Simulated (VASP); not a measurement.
Here is the system:

```
Ga4AsSb3
1.0
    5.99824     0.00000     0.00000
    0.00000     5.99824     0.00000
    0.00000     0.00000     5.99824
Ga Sb As
4 3 1
Direct
  0.00899   0.99101   0.99101
  0.49101   0.50899   0.99101
  0.49101   0.99101   0.50899
  0.00899   0.50899   0.50899
  0.25000   0.25000   0.25000
  0.75000   0.75000   0.25000
  0.75000   0.25000   0.75000
  0.25000   0.75000   0.75000
```

These are PBEsol GGA, VASP's PBE PAW potentials (set 64) (plane waves; VASP 6.6.1) values and carry that method's errors. Numerical set-up: 400 eV cut-off, Gaussian smearing of 0.050 eV, potentials Ga_d Sb As.

### Question
Give the energies of bands 29 to 42 at the high-symmetry points, in eV from the Fermi level.

### Answer

```
band      Γ      X      M      R
----  -----  -----  -----  -----
29    -2.79  -3.50  -3.41  -1.58
30    -2.79  -3.50  -3.35  -1.58
31    -2.56  -3.24  -3.35  -1.58
32    -2.56  -3.20  -3.16  -1.04
33    -2.56  -1.92  -1.50  -1.04
34    -0.10  -1.92  -1.50  -1.04
35     0.00  -1.50  -1.15  -0.85
36     0.00  -1.50  -0.93  -0.85
37     0.00   1.19   1.70  -0.19
38     0.94   1.39   1.91   0.64
39     0.94   2.57   2.31   0.64
40     0.94   2.81   2.31   0.64
41     1.11   3.77   4.32   3.68
42     1.11   3.78   4.59   3.69
```

It has no gap at this level: it comes out as a metal or semimetal.

The structure was generated: Ga4AsSb3 was put into an ordered model structure (P-43m), which need not be its known phase. It was relaxed first.
